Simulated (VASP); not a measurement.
```
CELL_PARAMETERS angstrom
      4.24599     0.00000     0.00000
      0.00000     4.24599     0.00000
      0.00000     0.00000     4.24599
ATOMIC_POSITIONS crystal
  Cu 0.75000 0.25000 0.75000
  Cu 0.25000 0.75000 0.75000
  Cu 0.75000 0.75000 0.25000
  Cu 0.25000 0.25000 0.25000
  O  0.00000 0.00000 0.00000
  O  0.50000 0.50000 0.50000
```

Calculation: SCAN meta-GGA, VASP's PBE PAW potentials (set 64) (plane waves; VASP). Settings: 520 eV cut-off, 6×6×6 Γ-centred mesh, tetrahedra with Blöchl corrections, potentials Cu O.

The cores are frozen, which limits the accuracy of field gradients.

Give the principal components of the electric field gradient (V/Å²) and the asymmetry η at each nucleus.

```csv
atom,Vxx,Vyy,Vzz,η
Cu1,33.6,33.6,-67.2,0.00
Cu2,33.6,33.6,-67.2,0.00
Cu3,33.6,33.6,-67.2,0.00
Cu4,33.6,33.6,-67.2,0.00
O5,0.0,0.0,0.0,-
O6,0.0,0.0,0.0,-
```

The compound is Cu2O in the cuprite structure. It was relaxed first.
